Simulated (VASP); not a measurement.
OSZICAR of a VASP run on Ga3Tc (space group I4/mmm):

File OSZICAR:
```
       N       E                     dE             d eps       ncg     rms          rms(c)
DAV:   1     0.388877844740E+03    0.38888E+03   -0.19014E+04  5439   0.234E+03
DAV:   2     0.144355182171E+02   -0.37444E+03   -0.36726E+03  5011   0.503E+02
DAV:   3    -0.225711449326E+02   -0.37007E+02   -0.36525E+02  5189   0.143E+02
DAV:   4    -0.235151134990E+02   -0.94397E+00   -0.93846E+00  5720   0.267E+01
DAV:   5    -0.235364670121E+02   -0.21354E-01   -0.21348E-01  5559   0.359E+00    0.130E+01
DAV:   6    -0.230409466106E+02    0.49552E+00   -0.15183E+00  5615   0.120E+01    0.507E+00
DAV:   7    -0.229456146786E+02    0.95332E-01   -0.58887E-01  6188   0.584E+00    0.350E+00
DAV:   8    -0.228866051318E+02    0.59010E-01   -0.24455E-01  4899   0.307E+00    0.420E-01
DAV:   9    -0.228839722641E+02    0.26329E-02   -0.12266E-02  5624   0.169E+00    0.123E-01
DAV:  10    -0.228837266815E+02    0.24558E-03   -0.16677E-03  5298   0.124E+00    0.348E-02
DAV:  11    -0.228837092928E+02    0.17389E-04   -0.26886E-04  6904   0.437E-01    0.996E-03
DAV:  12    -0.228837111079E+02   -0.18151E-05   -0.50779E-05  7772   0.967E-02    0.319E-03
DAV:  13    -0.228837121154E+02   -0.10075E-05   -0.11380E-05  5056   0.277E-02    0.140E-03
DAV:  14    -0.228837120532E+02    0.62215E-07   -0.23256E-07  2710   0.292E-02
   1 F= -.22883712E+02 E0= -.22876218E+02  d E =-.149880E-01
```

Task: Which electronic solver shows in the log?

Result: It is blocked Davidson (ALGO = Normal, or the opening steps of other solvers). The INCAR had ALGO = Normal.

Task: Can the final energy be trusted as converged?

Result: The calculation finished and met its thresholds. It stopped with EDIFF = 1E-6, NELM = 100 (LDA (Ceperley-Alder, Perdew-Zunger), plane waves, VASP's LDA PAW potentials (set 64)).

The structure comes from a computed database's Ga3Tc entry; how it stands against other phases isn't given here. The cell was not relaxed at this level, and its volume differs by -5.9 % from the start's.
